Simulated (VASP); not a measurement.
An input for Ansatz (written as the equivalent of a VASP run, and not itself run):

Ansatz 0.2 input:
```yaml
crystal:
  lattice:
    - [0.0000000, 3.0046252, 3.0046252]
    - [3.0046252, 0.0000000, 3.0046252]
    - [3.0046252, 3.0046252, 0.0000000]
  atoms:
    - { symbol: Cu, position: [0.2500000, 0.2500000, 0.2500000] }
    - { symbol: I, position: [0.0000000, 1.0000000, 1.0000000] }
kpoints:
  mp_grid: { grid: [7, 7, 7] }
hamiltonian:
  xc: r2scan
  pseudopotentials: { kind: paw }
scf:
  occupations: { method: gaussian, width: 0.05 }
  max_iter: 100
relax:
  max_steps: 60
  f_tol: 0.01
  cell: {}
output: { forces: true, stress: true, eigenvalues: true }
```

Q: Translate this input to VASP (INCAR, KPOINTS, POSCAR, choice of POTCAR).

A: One answer among several that fit: 
INCAR:
```
! general
SYSTEM =CuI
PREC   =Accurate
ENCUT  =400
LREAL  =.FALSE.
LASPH  =.TRUE.

! electronic loop
EDIFF  =1E-6
NELM   =100
ALGO   =Normal
LMAXMIX=4
LMIXTAU=.TRUE.

! smearing
ISMEAR =0
SIGMA  =0.05

! functional
METAGGA=R2SCAN

! ions
IBRION =2
NSW    =60
ISIF   =3
EDIFFG =-0.01

! output
LWAVE  =.FALSE.
LCHARG =.FALSE.
```

**POSCAR**
```
CuI
1.0
  0.0000000000   3.0046252435   3.0046252435
  3.0046252435   0.0000000000   3.0046252435
  3.0046252435   3.0046252435   0.0000000000
Cu I
1 1
Cartesian
  1.5023126218   1.5023126218   1.5023126218
  6.0092504870   3.0046252435   3.0046252435
```

**KPOINTS**
```
Automatic mesh
0
Gamma
7 7 7
0 0 0
```

POTCAR, in this order: Cu I (PBE.64 set). Program: vasp_std.

The two are equivalent in intent, not identical: each code has its own PAW files, so the cut-off isn't converted (ENCUT is set for VASP's; basis.ecutwfc is left out, and Ansatz then takes the one that its files recommend); Ansatz stops its SCF on the density residual and VASP on the energy change (EDIFF).

The structure comes from a measured CuI entry (F-43m) of the Crystallography Open Database, whose conditions weren't checked. This run relaxes it. Symmetry was kept, so distortions that lower it aren't found. The start is the result of an earlier pass.
